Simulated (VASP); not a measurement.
Elastic constants (GPa) of a crystal from LDA (Ceperley-Alder, Perdew-Zunger), VASP's LDA PAW potentials (set 64) in VASP:

```json
[
 {"": "xx", "xx": "82.4", "yy": "77.2", "zz": "20.8", "yz": "0.0", "xz": "0.0", "xy": "0.0"},
 {"": "yy", "xx": "77.2", "yy": "82.4", "zz": "20.8", "yz": "0.0", "xz": "0.0", "xy": "0.0"},
 {"": "zz", "xx": "20.8", "yy": "20.8", "zz": "27.3", "yz": "0.0", "xz": "0.0", "xy": "0.0"},
 {"": "yz", "xx": "0.0", "yy": "0.0", "zz": "0.0", "yz": "20.4", "xz": "0.0", "xy": "0.0"},
 {"": "xz", "xx": "0.0", "yy": "0.0", "zz": "0.0", "yz": "0.0", "xz": "20.4", "xy": "0.0"},
 {"": "xy", "xx": "0.0", "yy": "0.0", "zz": "0.0", "yz": "0.0", "xz": "0.0", "xy": "63.7"}
]
```

Question: Work out the Voigt, Reuss and Hill moduli, Young's modulus and Poisson's ratio.

Answer: All eigenvalues are positive (smallest 5.2 GPa), so the crystal is stable. K_V = (C11+C22+C33+2(C12+C13+C23))/9 = (192.1 + 2×118.8)/9 = 47.7 GPa; G_V = (192.1 − 118.8 + 3×104.5)/15 = 25.8 GPa. From the compliances, K_R = 26.7 GPa and G_R = 8.6 GPa. Hill: K = 37.2 GPa, G = 17.2 GPa, E = 9KG/(3K+G) = 44.7 GPa, ν = (3K−2G)/(2(3K+G)) = 0.300. K/G = 2.16, above Pugh's 1.75; universal anisotropy A^U = 10.76.

Question: With a density of 9.75 g/cm³, what are the mean sound speeds?

Answer: v_l = √((K+4G/3)/ρ) = 2.48 km/s and v_t = √(G/ρ) = 1.33 km/s. The crystal is PbO (litharge), tetragonal.

The compound is PbO in the litharge structure. It was relaxed first.
